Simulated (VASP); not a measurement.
Here is the system:

```
Si
1.0
    0.00000     2.73421     2.73421
    2.73421     0.00000     2.73421
    2.73421     2.73421     0.00000
Si
2
Direct
  0.00000   0.00000   0.00000
  0.25000   0.25000   0.25000
```

Method: PBE GGA, VASP's PBE PAW potentials (set 64) (plane waves; VASP 6.6.1). Numerical set-up: 480 eV cut-off, 8×8×8 Γ-centred mesh, Gaussian smearing of 0.050 eV, potentials Si.

Energy and stress use the plane-wave basis of the starting cell.

Problem. The ions, cell shape and volume at an external pressure of 15.0 GPa are relaxed. Give the cell that the relaxation ends in.

Solution. 
```
Si
1.0
    0.00000     2.61972     2.61972
    2.61972     0.00000     2.61972
    2.61972     2.61972     0.00000
Si
2
Direct
  0.00000   0.00000   0.00000
  0.25000   0.25000   0.25000
```
Space group Fd-3m (227), at a tolerance of 0.03 Å.

Problem. How do energy and volume change from the first to the last step?

Solution. The energy (σ→0) changes by +103.2 meV/atom and the volume by -12.0 %, in 7 ionic steps.

The compound is Si in the diamond structure. This run relaxes it under an external pressure of 15 GPa. Symmetry was kept, so distortions that lower it aren't found.
